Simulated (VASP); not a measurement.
Method: PBEsol GGA, VASP's PBE PAW potentials (set 64) (plane waves; VASP).

A VASP calculation is set up with these files.

File KPOINTS:
```
Automatic mesh
0
G
7 7 7
0 0 0
```

### INCAR
```
# general
SYSTEM  = PbF2
PREC    = Accurate
ENCUT   = 620
LREAL   = .FALSE.
LASPH   = .TRUE.

# electronic loop
EDIFF   = 1E-6
NELM    = 100
ALGO    = Normal
LMAXMIX = 4

# smearing
ISMEAR  = 0
SIGMA   = 0.05

# functional
GGA     = PS

# ions
IBRION  = 2
NSW     = 40
ISIF    = 3
EDIFFG  = -0.02
PSTRESS = 100

# output
LWAVE   = .FALSE.
LCHARG  = .FALSE.
```

POSCAR:
```
PbF2
1.0
  0.0000000000   2.8908785948   2.8908785948
  2.8908785948   0.0000000000   2.8908785948
  2.8908785948   2.8908785948   0.0000000000
Pb F
1 2
direct
  0.0000000000   0.0000000000   0.0000000000
  0.2500000000   0.2500000000   0.2500000000
  0.7500000000   0.7500000000   0.7500000000
```

POTCAR, in this order: Pb_d F (PBE.64 set). Program: vasp_std.

The resulting files:

### OSZICAR
```
       N       E                     dE             d eps       ncg     rms          rms(c)
DAV:   1     0.327488511959E+03    0.32749E+03   -0.16799E+04   720   0.204E+03
DAV:   2     0.163682047514E+02   -0.31112E+03   -0.29956E+03   790   0.495E+02
DAV:   3    -0.154377122293E+02   -0.31806E+02   -0.31507E+02   874   0.169E+02
DAV:   4    -0.163695792955E+02   -0.93187E+00   -0.93057E+00   790   0.289E+01
DAV:   5    -0.163983005558E+02   -0.28721E-01   -0.28720E-01   876   0.529E+00    0.702E+00
DAV:   6    -0.149104821617E+02    0.14878E+01   -0.78773E+00   968   0.253E+01    0.248E+00
DAV:   7    -0.148987545492E+02    0.11728E-01   -0.32716E-01   730   0.426E+00    0.143E+00
DAV:   8    -0.148931206546E+02    0.56339E-02   -0.79141E-02   722   0.369E+00    0.448E-01
DAV:   9    -0.148909914934E+02    0.21292E-02   -0.14239E-02   912   0.105E+00    0.948E-02
DAV:  10    -0.148921344069E+02   -0.11429E-02   -0.13390E-03   720   0.271E-01    0.228E-02
DAV:  11    -0.148921608666E+02   -0.26460E-04   -0.46516E-05   772   0.604E-02    0.848E-03
DAV:  12    -0.148921736861E+02   -0.12819E-04   -0.21464E-05   720   0.288E-02    0.210E-03
DAV:  13    -0.148921737833E+02   -0.97213E-07   -0.45810E-07   594   0.548E-03
   1 F= -.11876329E+02 E0= -.11876329E+02  d E =-.118763E+02
       N       E                     dE             d eps       ncg     rms          rms(c)
DAV:   1    -0.164369887256E+02   -0.15448E+01   -0.44144E+01   908   0.956E+01    0.948E+00
DAV:   2    -0.148451179720E+02    0.15919E+01   -0.68456E+00   752   0.289E+01    0.204E+00
DAV:   3    -0.147140055382E+02    0.13111E+00   -0.39388E-01   874   0.123E+01    0.800E-01
DAV:   4    -0.146990211908E+02    0.14984E-01   -0.10048E-01   846   0.526E+00    0.300E-01
DAV:   5    -0.147005760128E+02   -0.15548E-02   -0.18758E-02   788   0.178E+00    0.222E-01
DAV:   6    -0.146993679812E+02    0.12080E-02   -0.47712E-03   912   0.961E-01    0.481E-02
DAV:   7    -0.146993508799E+02    0.17101E-04   -0.54804E-04   810   0.278E-01    0.844E-03
DAV:   8    -0.146993529235E+02   -0.20436E-05   -0.17472E-05   740   0.465E-02    0.457E-03
DAV:   9    -0.146993523894E+02    0.53407E-06   -0.21848E-06   572   0.268E-02
   2 F= -.11895898E+02 E0= -.11895898E+02  d E =-.195690E-01
       N       E                     dE             d eps       ncg     rms          rms(c)
DAV:   1    -0.150490781192E+02   -0.34973E+00   -0.69322E+00   902   0.414E+01    0.359E+00
DAV:   2    -0.148173003017E+02    0.23178E+00   -0.95934E-01   756   0.109E+01    0.770E-01
DAV:   3    -0.147972639710E+02    0.20036E-01   -0.52698E-02   844   0.441E+00    0.299E-01
DAV:   4    -0.147946672333E+02    0.25967E-02   -0.15881E-02   826   0.208E+00    0.107E-01
DAV:   5    -0.147947834136E+02   -0.11618E-03   -0.22551E-03   802   0.674E-01    0.626E-02
DAV:   6    -0.147946576994E+02    0.12571E-03   -0.49339E-04   918   0.349E-01    0.181E-02
DAV:   7    -0.147946542717E+02    0.34277E-05   -0.50415E-05   846   0.821E-02    0.386E-03
DAV:   8    -0.147946547403E+02   -0.46866E-06   -0.38107E-06   702   0.230E-02
   3 F= -.11910410E+02 E0= -.11910410E+02  d E =-.340805E-01
```

File OUTCAR:
```
------------------------ aborting loop because EDIFF is reached ----------------------------------------
  FORCE on cell =-STRESS in cart. coord.  units (eV):
  Direction    XX          YY          ZZ          XY          YZ          ZX
  --------------------------------------------------------------------------------------
  Total        2.8799679      2.8799679      2.8799679      0.0000000      0.0000000     -0.0000000
  in kB       99.8517021     99.8517021     99.8517021      0.0000000      0.0000000     -0.0000000
  external PRESSURE =      -0.1482979 kB  Pullay stress =     100.0000000 kB
  volume of cell :       46.21
      direct lattice vectors                 reciprocal lattice vectors
    -0.000000000  2.848202881  2.848202881    -0.175549292  0.175549292  0.175549292
     2.848202881  0.000000000  2.848202881     0.175549292 -0.175549292  0.175549292
     2.848202881  2.848202881  0.000000000     0.175549292  0.175549292 -0.175549292
 POSITION                                       TOTAL-FORCE (eV/Angst)
 -----------------------------------------------------------------------------------
      0.00000      0.00000      0.00000        -0.000000      0.000000     -0.000000
      1.42410      1.42410      1.42410        -0.000000      0.000000      0.000000
      4.27230      4.27230      4.27230         0.000000     -0.000000     -0.000000
 -----------------------------------------------------------------------------------
    total drift:                                0.000000      0.000000      0.000000
  FREE ENERGIE OF THE ION-ELECTRON SYSTEM (eV)
  ---------------------------------------------------
  free  energy   TOTEN  =       -14.7946547403 eV

  energy  without entropy=      -14.7946547403  energy(sigma->0) =      -14.79465474
  enthalpy is  TOTEN    =       -11.9104095484 eV   P V=        2.8842451920

 reached required accuracy - stopping structural energy minimisation
```
(Selected blocks of OUTCAR.)

**CONTCAR**
```
PbF2
   1.00000000000000
    -0.0000000000000000    2.8482028807203514    2.8482028807203514
     2.8482028807203514    0.0000000000000000    2.8482028807203514
     2.8482028807203514    2.8482028807203514    0.0000000000000000
  Pb              F
     1     2
Direct
     0.0000000000000000    0.0000000000000000    0.0000000000000000
     0.2500000000000000    0.2500000000000000    0.2500000000000000
     0.7500000000000000    0.7500000000000000    0.7500000000000000
```

Energy and stress use the plane-wave basis of the starting cell.

The compound is PbF2 in the fluorite structure, the β form. This run relaxes it under an external pressure of 10 GPa. Symmetry was kept, so distortions that lower it aren't found.
